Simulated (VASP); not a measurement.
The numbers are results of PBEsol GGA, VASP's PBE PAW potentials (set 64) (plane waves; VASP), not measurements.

VASP ran on this input.

POSCAR:
```
Mn
1
    2.2508456520     0.0000000000    -0.0000000000
    0.0000000000     2.2508456520    -0.0000000000
    0.0000000000     0.0000000000     2.2508456520
Mn
1
Direct
  0.0000000000   0.0000000000   0.0000000000
```

**INCAR**
```
# general
SYSTEM =Mn
PREC   =Accurate
ENCUT  =400
LREAL  =.FALSE.   # projection in real space or not
LASPH  =.TRUE.   # aspherical one-centre terms
ICHARG =11

# electronic loop
EDIFF  =1E-7   # SCF stop (eV)
NELM   =100
ALGO   =Normal
LMAXMIX=4

# smearing
ISMEAR =0   # Gaussian
SIGMA  =0.05

# functional
GGA    =PS

# spin
ISPIN  =2   # spin-polarised
MAGMOM =0.4

# output
LWAVE  =.FALSE.
LCHARG =.FALSE.
LORBIT =11   # lm-projected
```

File KPOINTS:
```
k-points along high-symmetry lines
15
Line-mode
Reciprocal
  0.000000   0.000000   0.000000 ! GAMMA
  0.000000   0.500000   0.000000 ! X

  0.000000   0.500000   0.000000 ! X
  0.500000   0.500000   0.000000 ! M

  0.500000   0.500000   0.000000 ! M
  0.000000   0.000000   0.000000 ! GAMMA

  0.000000   0.000000   0.000000 ! GAMMA
  0.500000   0.500000   0.500000 ! R

  0.500000   0.500000   0.500000 ! R
  0.000000   0.500000   0.000000 ! X

  0.500000   0.500000   0.500000 ! R
  0.500000   0.500000   0.000000 ! M
```

POTCAR, in this order: Mn_pv (PBE.64 set). Program: vasp_std. Read from the step before: CHGCAR.

What VASP printed:

### OUTCAR
```
 ion  position               nearest neighbor table
   1  0.000  0.000  0.000-
  LATTYP: Found a simple cubic cell.
 ALAT       =     2.2508456520
 Subroutine PRICEL returns:
 Original cell was already a primitive cell.
 Subroutine GETGRP returns: Found 48 space group operations
The static configuration has the point symmetry O_h .
The dynamic configuration has the point symmetry O_h .
The overall configuration has the point symmetry O_h .
 Subroutine INISYM returns: Found 48 space group operations
   k-points           NKPTS =     90   k-points in BZ     NKDIM =     90   number of bands    NBANDS=     10
   number of dos      NEDOS =    301   number of ions     NIONS =      1
   total plane-waves  NPLWV =   4096
   dimension x,y,z NGX =    16 NGY =   16 NGZ =   16
   dimension x,y,z NGXF=    32 NGYF=   32 NGZF=   32
   ions per type =               1
   PREC   = accura    normal or accurate (medium, high low for compatibility)
   ISTART =      0    job   : 0-new  1-cont  2-samecut
   ICHARG =     11    charge: 1-file 2-atom 10-const
   ISPIN  =      2    spin polarized calculation?
   LNONCOLLINEAR =      F non collinear calculations
   LSORBIT =      F    spin-orbit coupling
   INIWAV =      1    electr: 0-lowe 1-rand  2-diag
   ENCUT  =  400.0 eV  29.40 Ry    5.42 a.u.   3.67  3.67  3.67*2*pi/ulx,y,z
...
```

OSZICAR:
```
       N       E                     dE             d eps       ncg     rms          rms(c)
DAV:   1     0.612025158119E+02    0.61203E+02   -0.74308E+03  3692   0.141E+03
DAV:   2    -0.986702774865E+01   -0.71070E+02   -0.68473E+02  3634   0.305E+02
DAV:   3    -0.108685018233E+02   -0.10015E+01   -0.99361E+00  3764   0.453E+01
DAV:   4    -0.108767811115E+02   -0.82793E-02   -0.82788E-02  3790   0.395E+00
DAV:   5    -0.108769347171E+02   -0.15361E-03   -0.15360E-03  3744   0.537E-01
DAV:   6    -0.108769384648E+02   -0.37477E-05   -0.37482E-05  3824   0.800E-02
DAV:   7    -0.108769385676E+02   -0.10283E-06   -0.10326E-06  3688   0.134E-02
DAV:   8    -0.108769385706E+02   -0.29409E-08   -0.25447E-08  2036   0.216E-03
   1 F= -.10876939E+02 E0= -.10874844E+02  d E =-.419013E-02  mag=     0.0000
```

File OUTCAR:
```



 magnetization (x)

# of ion       s       p       d       tot
------------------------------------------
    1        0.000   0.000   0.000   0.000
```
(Selected blocks of OUTCAR.)

File OUTCAR:
```
 val. band max:       10.1241529528   @ k =   0.4643   0.5000   0.0000

 cond. band min:      10.1383426518   @ k =   0.2143   0.2143   0.0000



 spin component 1

 k-point     1 :       0.0000    0.0000    0.0000
  band No.  band energies     occupation
      1     -37.6707      1.00000
      2     -37.6707      1.00000
      3     -37.6707      1.00000
      4       1.6500      1.00000
      5       5.9998      1.00000
      6       5.9998      1.00000
      7      11.6322      0.00000
      8      11.6322      0.00000
      9      11.6323      0.00000
     10      30.7427      0.00000

 k-point     2 :       0.0000    0.0357    0.0000
  band No.  band energies     occupation
      1     -37.6838      1.00000
      2     -37.6696      1.00000
      3     -37.6696      1.00000
      4       1.6936      1.00000
      5       6.0088      1.00000
      6       6.0301      1.00000
      7      11.6042      0.00000
      8      11.6042      0.00000
      9      11.6344      0.00000
     10      30.2489      0.00000

 k-point     3 :       0.0000    0.0714    0.0000
  band No.  band energies     occupation
      1     -37.7222      1.00000
      2     -37.6663      1.00000
      3     -37.6663      1.00000
      4       1.8232      1.00000
      5       6.0354      1.00000
      6       6.1199      1.00000
      7      11.5221      0.00000
      8      11.5221      0.00000
      9      11.6408      0.00000
     10      29.1068      0.00000

 k-point     4 :       0.0000    0.1071    0.0000
  band No.  band energies     occupation
      1     -37.7842      1.00000
      2     -37.6612      1.00000
      3     -37.6612      1.00000
      4       2.0349      1.00000
      5       6.0785      1.00000
      6       6.2668      1.00000
      7      11.3916      0.00000
      8      11.3916      0.00000
      9      11.6510      0.00000
     10      27.7247      0.00000

...
```

The density is held fixed in this step, so its total energy and stress have no physical meaning. The moments were started parallel, and other spin orders were not tried in this run.

The structure was generated: Mn was put into the simple-cubic type (Pm-3m), which need not be its known phase. It was relaxed first, which changed the volume by -11 %.
